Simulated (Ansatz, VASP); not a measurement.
Two plane-wave programs on Be2Cd2S

```xyz
5
Lattice="-2.6484 2.6484 3.1531 2.6484 -2.6484 3.1531 2.6484 2.6484 -3.1531" Properties=species:S:1:pos:R:3 pbc="T T T"
Be    0.0000    0.0000    4.2630
Be    0.0000    0.0000    2.0432
Cd    0.0000    2.6484    0.0000
Cd    2.6484    0.0000    0.0000
S     0.0000    0.0000    0.0000
```

Alike in both runs: task single point; functional PBE; k mesh 4 × 4 × 4; occupations gaussian, width 0.1 eV; no spin polarisation.

|  | VASP | Ansatz |
| --- | --- | --- |
| version | VASP 6.6.1 | Ansatz 0.2.0 |
| potentials or method | VASP PAW PBE potentials, release 64 (Be, Cd, S) | scalar-relativistic, plane waves, PAW |
| plane-wave cutoff (eV) | 520 | 420 |
| valence electrons in the cell | 34 | 50 |

|  | VASP | Ansatz | Ansatz less VASP |
| --- | --- | --- | --- |
| gap on the k mesh at the Fermi level (eV) | none | none | - |
| pressure (GPa) | 0.7 | 0.4 | -0.26 |
| largest component of the traceless stress (GPa) | 11.83 | 11.67 | -0.165 |
| rms of the force components (eV/Å) | 0.088 | 0.091 | +0.0033 |

Atom by atom the forces differ by 0.003 eV/Å (rms over components). A gap of «none» marks a metal or a gap that the smearing closes. The two sets of potentials don't hold the same shells in valence.

Caveats: the k mesh is coarse (spacing up to 0.42 Å⁻¹), so the values aren't converged.
